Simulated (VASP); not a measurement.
Here is the system:

```xyz
1
Lattice="-1.5608 1.5608 1.5608 1.5608 -1.5608 1.5608 1.5608 1.5608 -1.5608" Properties=species:S:1:pos:R:3 pbc="T T T"
Mo     0.0000     0.0000     0.0000
```

Calculation: TPSS meta-GGA, VASP's PBE PAW potentials (set 64) (plane waves; VASP 6.6.1). Numerical set-up: 520 eV cut-off, 16×16×16 Γ-centred mesh, first-order Methfessel-Paxton smearing of 0.10 eV, potentials Mo_sv.

**Question.** What does the run give for the energy per atom (σ→0), pressure, band gap (on the k-mesh) with the smallest direct gap where there is one?

**Answer.** 
| Quantity | Value |
|---|---|
| band gap (on the k-mesh) | none (metal, semimetal or under 0.01 eV) |
| energy per atom (σ→0) | -19.616 eV/atom |
| pressure | 8.42 GPa |

Total energies compare only between runs with the same potentials, cut-off and functional.

The compound is Mo in the bcc structure. This cell is one point of a volume scan, at 0.97 of the reference volume.
